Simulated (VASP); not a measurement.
Data:

```
CELL_PARAMETERS angstrom
      3.75780     0.00000     0.00000
     -1.87890     3.25435     0.00000
      0.00000     0.00000    22.58313
ATOMIC_POSITIONS crystal
  Se 0.66667 0.33333 0.43032
  Se 0.33333 0.66667 0.56968
  Pt 0.00000 0.00000 0.50000
```

Method: PBE GGA, VASP's PBE PAW potentials (set 64) (plane waves; VASP). Settings: PREC = Normal, EDIFF = 1E-5, 400 eV cut-off, 12×12×1 Γ-centred mesh, Gaussian smearing of 0.050 eV, potentials Se Pt.

Q: The ions and cell shape at fixed volume are relaxed. Predict the relaxed structure.

A: 
```
CELL_PARAMETERS angstrom
      3.74967     0.00000     0.00000
     -1.87484     3.24731     0.00000
      0.00000     0.00000    22.68120
ATOMIC_POSITIONS crystal
  Se 0.66667 0.33333 0.44234
  Se 0.33333 0.66667 0.55766
  Pt 0.00000 0.00000 0.50000
```

Q: How much energy does the relaxation gain?

A: The energy (σ→0) changes by -230.8 meV/atom, in 9 ionic steps.

| step | E(σ→0) (eV) | max force (eV/Å) | pressure (GPa) | volume (Å³) |
|---|---|---|---|---|
| 1 | -13.6034 | 2.310 | -3.13 | 276.17 |
| 2 | -14.0590 | 1.393 | -2.27 | 276.17 |
| 3 | -14.2037 | 0.074 | -1.07 | 276.17 |
| 4 | -14.2094 | 0.294 | -1.27 | 276.17 |
| 5 | -14.2641 | 0.047 | -0.64 | 276.17 |
| 6 | -14.2845 | 0.329 | 0.27 | 276.17 |
| 7 | -14.2853 | 0.266 | 0.12 | 276.17 |
| 8 | -14.2956 | 0.043 | -0.01 | 276.17 |
| 9 | -14.2959 | 0.008 | -0.03 | 276.17 |

The cell is a sheet with vacuum, built from PtSe2 (1T layered).
